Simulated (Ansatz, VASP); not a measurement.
# Al: VASP beside Ansatz, part 2 of 2

One calculation is typed for both programs; each brings its own data sets. How far apart do they land? Of the first pair: The structure shown is the start of the Ansatz relaxation below; VASP solves that cell, so the two are compared at the walk's first step.

VASP 6.6.1 and Ansatz 0.2.0.

So far. Step 4 (Side by side): The forces differ by 1.0 meV/Å r.m.s., which is 3.1 % of the r.m.s. force of 0.034 eV/Å (both taken over all components). Where the cell holds vacuum, a pressure given here is an average over it and none of the material. Step 5 (Ansatz: relaxation, PBEsol): This is the run of step 2 again, met here at its other cell.

## Step 6: VASP: single point, PBEsol, relaxed atoms in a fixed cell, pair 2

Level of this step: PBEsol; plane waves and PAW (Al) (VASP).

The same cell, functional, mesh and smearing now go to VASP, with its own data sets.

Input file INCAR:

```
SYSTEM = Al
PREC = Accurate
ENCUT = 400
EDIFF = 1E-06
NELM = 120
ISMEAR = -1
SIGMA = 0.05
LREAL = .FALSE.
ALGO = Normal
GGA = PS
NBANDS = 25
LORBIT = 11
LWAVE = .FALSE.
LCHARG = .FALSE.
ISIF = 2
LASPH = .TRUE.
GGA_COMPAT = .FALSE.
KPAR = 2
```

Input file POSCAR:

```
Al
1.0
    2.8637824638      0.0000000000      0.0000000000
    1.4318912319      2.4801083646      0.0000000000
    0.0000000000      0.0000000000     35.0444173120
Al
10
Direct
    0.0000000000      0.0000000000      0.7963222944
    0.6666666667      0.6666666667      0.7303765436
    0.3333333333      0.3333333333      0.6653604246
    0.0000000000      0.0000000000      0.6000844970
    0.6666666667      0.6666666667      0.5333614990
    0.3333333333      0.3333333333      0.4666385010
    0.0000000000      0.0000000000      0.3999155030
    0.6666666667      0.6666666667      0.3346395754
    0.3333333333      0.3333333333      0.2696234564
    0.0000000000      0.0000000000      0.2036777056
```

Input file KPOINTS:

```
Automatic mesh
0
Gamma
12 12 1
0 0 0
```

PAW data sets: Al (PBE family, release 64).

Started as:

```bash
mpirun -np 2 vasp_std
```

Numbers of over 12 decimals in the logs are rounded to 6 here.

Log:

```text
[banner, memory and clock lines left out]
running    2 mpi-ranks, on    1 nodes
[...]
[... a notice as in an earlier step ...]

 LDA part: xc-table for (Slater+PW92), standard interpolation
 POSCAR, INCAR and KPOINTS ok, starting setup
[...]
entering main loop
       N       E                     dE             d eps       ncg     rms          rms(c)
DAV:   1     0.479504969608E+02    0.47950E+02   -0.86147E+03   950   0.745E+02
DAV:   2    -0.364275753423E+02   -0.84378E+02   -0.77568E+02  1243   0.127E+02
DAV:   3    -0.409208272186E+02   -0.44933E+01   -0.43061E+01  1388   0.267E+01
DAV:   4    -0.410770197754E+02   -0.15619E+00   -0.15559E+00  1427   0.568E+00
[...]
DAV:  23    -0.400997277146E+02   -0.26938E-05   -0.41910E-07   745   0.277E-03    0.409E-03
DAV:  24    -0.400997288315E+02   -0.11168E-05   -0.10726E-07   701   0.147E-03    0.141E-03
DAV:  25    -0.400997290883E+02   -0.25686E-06   -0.22246E-08   720   0.722E-04
   1 F= -.40099729E+02 E0= -.40086384E+02  d E =-.266909E-01
```

OUTCAR, selected parts (step 6):

```text
  Total       -2.0975766     -2.0975766     -0.8641530      0.0000000     -0.0000000      0.0000000
  in kB      -13.5020246    -13.5020246     -5.5625214      0.0000000     -0.0000000      0.0000000
  external PRESSURE =     -10.8555235 kB  Pullay stress =       0.0000000 kB

 POSITION                                       TOTAL-FORCE (eV/Angst)
 -----------------------------------------------------------------------------------
      0.00000      0.00000     27.90665        -0.000000      0.000000      0.004520
      2.86378      1.65341     25.59562        -0.000000     -0.000000     -0.001395
      1.43189      0.82670     23.31717        -0.000000     -0.000000     -0.000450
      0.00000      0.00000     21.02961        -0.000000      0.000000     -0.115363
      2.86378      1.65341     18.69134        -0.000000      0.000000     -0.039145
      1.43189      0.82670     16.35307         0.000000     -0.000000      0.039145
      0.00000      0.00000     14.01481        -0.000000      0.000000      0.115363
      2.86378      1.65341     11.72725         0.000000      0.000000      0.000450
      1.43189      0.82670      9.44880         0.000000     -0.000000      0.001395
      0.00000      0.00000      7.13777        -0.000000     -0.000000     -0.004520
 -----------------------------------------------------------------------------------
    total drift:                               -0.000000      0.000000      0.000000

  FREE ENERGIE OF THE ION-ELECTRON SYSTEM (eV)
  ---------------------------------------------------
  free  energy   TOTEN  =       -40.0997290883 eV

  energy  without entropy=      -40.0730381780  energy(sigma->0) =      -40.08638363

[... 2 parts as in an earlier step ...]

[... 1 further part left out ...]
[key lines of the parts left out:]
E-fermi :   3.9161
```

## Step 7: Comparison

Forces (eV/Å; atoms numbered as in POSCAR):

```tsv
atom	Ansatz x, y, z	VASP x, y, z
Al1	0.000, 0.000, 0.000	0.000, 0.000, 0.005
Al2	0.000, 0.000, -0.002	0.000, 0.000, -0.001
Al3	0.000, 0.000, 0.000	0.000, 0.000, 0.000
Al4	0.000, 0.000, -0.115	0.000, 0.000, -0.115
Al5	0.000, 0.000, -0.039	0.000, 0.000, -0.039
Al6	0.000, 0.000, 0.039	0.000, 0.000, 0.039
Al7	0.000, 0.000, 0.115	0.000, 0.000, 0.115
Al8	0.000, 0.000, 0.000	0.000, 0.000, 0.000
Al9	0.000, 0.000, 0.002	0.000, 0.000, 0.001
Al10	0.000, 0.000, 0.000	0.000, 0.000, -0.005
```

The forces differ by 1.1 meV/Å r.m.s., which is 3.4 % of the r.m.s. force of 0.031 eV/Å (both taken over all components). Where the cell holds vacuum, a pressure given here is an average over it and none of the material.

## Step 8: VASP: single point, PBEsol, pair 3

A single point takes one fixed geometry, so differences don't come from the geometry; what else differs is listed under the comparison.

INCAR is that of step 6.

POSCAR is that of step 6.

Input file KPOINTS:

```
Automatic mesh
0
Gamma
18 18 1
0 0 0
```

Started as:

```bash
mpirun -np 2 vasp_std
```

Log:

```text
[... set-up lines as in an earlier step ...]
 entering main loop
       N       E                     dE             d eps       ncg     rms          rms(c)
DAV:   1     0.450206714658E+02    0.45021E+02   -0.87200E+03  1850   0.748E+02
DAV:   2    -0.361303136042E+02   -0.81151E+02   -0.74254E+02  2362   0.126E+02
DAV:   3    -0.408790542923E+02   -0.47487E+01   -0.45314E+01  2746   0.271E+01
DAV:   4    -0.410330810551E+02   -0.15403E+00   -0.15321E+00  2804   0.557E+00
[...]
DAV:  19    -0.400585812245E+02   -0.15033E-04   -0.10197E-06  1914   0.429E-03    0.123E-02
DAV:  20    -0.400586758325E+02   -0.94608E-04   -0.58883E-06  1682   0.624E-03    0.115E-02
DAV:  21    -0.400586766901E+02   -0.85766E-06   -0.39650E-07  1580   0.250E-03
   1 F= -.40058677E+02 E0= -.40041529E+02  d E =-.342961E-01
```

Parts of OUTCAR (step 8):

```text
  Total       -2.2813842     -2.2813842     -0.4959748      0.0000000      0.0000000      0.0000000
  in kB      -14.6851873    -14.6851873     -3.1925718      0.0000000      0.0000000      0.0000000
  external PRESSURE =     -10.8543154 kB  Pullay stress =       0.0000000 kB

 POSITION                                       TOTAL-FORCE (eV/Angst)
 -----------------------------------------------------------------------------------
      0.00000      0.00000     27.90665        -0.000000     -0.000000      0.027865
      2.86378      1.65341     25.59562         0.000000     -0.000000     -0.015322
      1.43189      0.82670     23.31717         0.000000      0.000000      0.018948
      0.00000      0.00000     21.02961        -0.000000     -0.000000     -0.132057
      2.86378      1.65341     18.69134         0.000000      0.000000     -0.039116
      1.43189      0.82670     16.35307        -0.000000     -0.000000      0.039116
      0.00000      0.00000     14.01481        -0.000000     -0.000000      0.132057
      2.86378      1.65341     11.72725        -0.000000      0.000000     -0.018948
      1.43189      0.82670      9.44880        -0.000000     -0.000000      0.015322
      0.00000      0.00000      7.13777        -0.000000     -0.000000     -0.027865
 -----------------------------------------------------------------------------------
    total drift:                               -0.000000     -0.000000      0.000000

  FREE ENERGIE OF THE ION-ELECTRON SYSTEM (eV)
  ---------------------------------------------------
  free  energy   TOTEN  =       -40.0586766901 eV

  energy  without entropy=      -40.0243805668  energy(sigma->0) =      -40.04152863

[... 1 part as in an earlier step ...]

[... 2 further parts left out ...]
[key lines of the parts left out:]
E-fermi :   3.9116
```

## Step 9: Ansatz: single point, PBEsol, pair 3

The same cell, functional, mesh and smearing now go to Ansatz, which takes its cutoff from its data sets.

The cell is taken from a series of runs on this material, whose earlier steps may have relaxed, scaled, displaced or heated it; both programs get it as it stands.

Input file input.yaml:

```yaml
crystal:
  lattice:
    - [2.8637824638, 0.0, 0.0]
    - [1.4318912319, 2.4801083646, 0.0]
    - [0.0, 0.0, 35.044417312]
  atoms:
    - { symbol: Al, position: [0.0, 0.0, 0.7963222944] }
    - { symbol: Al, position: [0.6666666667, 0.6666666667, 0.7303765436] }
    - { symbol: Al, position: [0.3333333333, 0.3333333333, 0.6653604246] }
    - { symbol: Al, position: [0.0, 0.0, 0.600084497] }
    - { symbol: Al, position: [0.6666666667, 0.6666666667, 0.533361499] }
    - { symbol: Al, position: [0.3333333333, 0.3333333333, 0.466638501] }
    - { symbol: Al, position: [0.0, 0.0, 0.399915503] }
    - { symbol: Al, position: [0.6666666667, 0.6666666667, 0.3346395754] }
    - { symbol: Al, position: [0.3333333333, 0.3333333333, 0.2696234564] }
    - { symbol: Al, position: [0.0, 0.0, 0.2036777056] }
kpoints:
  mp_grid: { grid: [18, 18, 1] }
scf:
  occupations: { method: fermi_dirac, width: 0.05 }
  n_extra_bands: 10
hamiltonian:
  xc: pbesol
  pseudopotentials: { kind: paw, azcp: { folder: soft_1 }, xc_functional: pbe }
output:
  forces: true
  write_potential: true
  volumetric_format: []
  dos:
    projected: true
    de: 0.05
    e_range: [-30, 12]
    method: { smearing: { sigma: 0.15, scheme: gaussian } }
  eigenstates:
    kpoints:
      - [-0.33333333, 0.33333333, 0.0]
      - [-0.36666667, 0.31666667, 0.0]
      - [-0.4, 0.3, 0.0]
      - [-0.43333333, 0.28333333, 0.0]
      - [-0.46666667, 0.26666667, 0.0]
      - [0.5, 0.25, 0.0]
      - [0.46666667, 0.23333333, 0.0]
      - [0.43333333, 0.21666667, 0.0]
      - [0.4, 0.2, 0.0]
      - [0.36666667, 0.18333333, 0.0]
      - [0.33333333, 0.16666667, 0.0]
      - [0.3, 0.15, 0.0]
      - [0.26666667, 0.13333333, 0.0]
      - [0.23333333, 0.11666667, 0.0]
      - [0.2, 0.1, 0.0]
      - [0.16666667, 0.08333333, 0.0]
      - [0.13333333, 0.06666667, 0.0]
      - [0.1, 0.05, 0.0]
      - [0.06666667, 0.03333333, 0.0]
      - [0.03333333, 0.01666667, 0.0]
      - [0.0, 0.0, 0.0]
      - [0.02777778, 0.0, 0.0]
      - [0.05555556, 0.0, 0.0]
      - [0.08333333, 0.0, 0.0]
      - [0.11111111, 0.0, 0.0]
      - [0.13888889, 0.0, 0.0]
      - [0.16666667, 0.0, 0.0]
      - [0.19444444, 0.0, 0.0]
      - [0.22222222, 0.0, 0.0]
      - [0.25, 0.0, 0.0]
      - [0.27777778, 0.0, 0.0]
      - [0.30555556, 0.0, 0.0]
      - [0.33333333, 0.0, 0.0]
      - [0.36111111, 0.0, 0.0]
      - [0.38888889, 0.0, 0.0]
      - [0.41666667, 0.0, 0.0]
      - [0.44444444, 0.0, 0.0]
      - [0.47222222, 0.0, 0.0]
      - [0.5, 0.0, 0.0]
      - [-0.48333333, 0.03333333, 0.0]
      - [-0.46666667, 0.06666667, 0.0]
      - [-0.45, 0.1, 0.0]
      - [-0.43333333, 0.13333333, 0.0]
      - [-0.41666667, 0.16666667, 0.0]
      - [-0.4, 0.2, 0.0]
      - [-0.38333333, 0.23333333, 0.0]
      - [-0.36666667, 0.26666667, 0.0]
      - [-0.35, 0.3, 0.0]
    e_range: [-8.0, 4.0]
    unfold:
      supercell_matrix: [[1, 0, 0], [0, 1, 0], [0, 0, 1]]
      layers:
        axis: 3
        edges: [0.089537, 0.302131, 0.401545, 0.598455, 0.697868, 0.910462]
```

Started as:

```bash
ansatz run input.yaml --threads 4 --pin off --max-ram 11264MiB --backend cpu --events-out ev --progress --plain --runs-dir out
```

Log:

```text
[...]
Crystal: 10 atoms, lattice volume = 248.903 Å³
Basis set: ecut = 420 eV, 4893 PW (Γ), exchange–correlation on 40×40×480 points (8 copies of the dense FFT grid, shifted against one another)
Bands: 25, of which v1, the nominal top of the filled ones, is band 15 counted from 1 (14 counted from 0)
Symmetry: 12 space group operations
[...]
k-points: 37 of 324
[...]
max |Σ_I F_I| component: 9.70e-18 eV/Å
--- Band table (eV; the first three rows and the last of 37) ---
  k-point 0: bands = [... 11 lower, 1.2525, 2.6513, 4.0253, 5.3935, 6.6595, 7.4527, 8.3245, 8.4489, ... 6 higher]
  k-point 1: bands = [... 11 lower, 1.3220, 2.7200, 4.0929, 5.4601, 6.7258, 7.5234, 8.3926, 8.5164, ... 6 higher]
  k-point 2: bands = [... 11 lower, 1.5300, 2.9251, 4.2940, 5.6567, 6.9199, 7.7321, 8.5887, 8.7113, ... 6 higher]
  k-point 36: bands = [... 11 lower, 1.5531, 1.9369, 1.9369, 1.9690, 2.4901, 2.4901, 2.5049, 3.2289, ... 6 higher]
[key lines of the parts left out:]
SCF converged after 8 iterations
Free energy (F): -5244.628668 eV
Fermi energy:    3.861595 eV
```

## Step 10: Differences

Forces (eV/Å; atoms numbered as in POSCAR):

```tsv
atom	Ansatz x, y, z	VASP x, y, z
Al1	0.000, 0.000, 0.024	0.000, 0.000, 0.028
Al2	0.000, 0.000, -0.016	0.000, 0.000, -0.015
Al3	0.000, 0.000, 0.019	0.000, 0.000, 0.019
Al4	0.000, 0.000, -0.131	0.000, 0.000, -0.132
Al5	0.000, 0.000, -0.039	0.000, 0.000, -0.039
Al6	0.000, 0.000, 0.039	0.000, 0.000, 0.039
Al7	0.000, 0.000, 0.131	0.000, 0.000, 0.132
Al8	0.000, 0.000, -0.019	0.000, 0.000, -0.019
Al9	0.000, 0.000, 0.016	0.000, 0.000, 0.015
Al10	0.000, 0.000, -0.024	0.000, 0.000, -0.028
```

The forces differ by 1.1 meV/Å r.m.s., which is 3.0 % of the r.m.s. force of 0.037 eV/Å (both taken over all components). Where the cell holds vacuum, a pressure given here is an average over it and none of the material.

## Step 11: Results

```yaml
r_m_s_force_difference_single_point_pbesol_start_cell_pair_1: 1.0 meV/Å
r_m_s_force_difference_single_point_pbesol_relaxed_atoms_in_a_fixed_cell_pair_2: 1.1 meV/Å
r_m_s_force_difference_single_point_pbesol_pair_3: 1.1 meV/Å
```

**Reading.** The r.m.s. force difference is 1.1 meV/Å (single point, PBEsol, pair 3), within the 12 meV/Å picked in this series as the mark of a large difference. Pairs 2 and 3 hold one cell, so they aren't independent. Such differences can come from data sets, numerical settings and the points named under the comparisons, not from the functional's error against experiment.

[Lines on the potential files, build, host, timing and source positions are cut from VASP's logs without a mark.]

[Logs are printed without paths, hosts, clocks, repeated set-up lines and the standing remarks that a program may print on its own settings, such as how far it seeks lower states.]

[Hosts, paths, dates, database ids (printed as entryN), source tags and the programs' standing remarks are cut or masked in the printed files.]
